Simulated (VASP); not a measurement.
Energy against volume of PbF₂ (fluorite). Level of theory: PBE GGA, VASP's PBE PAW potentials (set 64) (plane waves; VASP). Settings: 520 eV cut-off, 7×7×7 Γ-centred mesh, Gaussian smearing of 0.050 eV, potentials Pb_d F.

```csv
V (Å³/atom),E (eV/atom)
17.409,-4.77896
17.947,-4.78360
18.486,-4.78140
19.024,-4.77341
```

### Question
Fit these four points and predict the energy of the run at 16.870 Å³/atom.

### Answer
A cubic in V^(−2/3), the third-order Birch-Murnaghan form, passes through the four points with V0 = 18.03 Å³/atom and B0 = 66 GPa, and gives -4.7662 eV/atom there. The run gave -4.7661 eV/atom, +0.2 meV/atom from the fit; all five points give B0 = 67 GPa.

The compound is PbF2 in the fluorite structure, the β form. It was relaxed first.
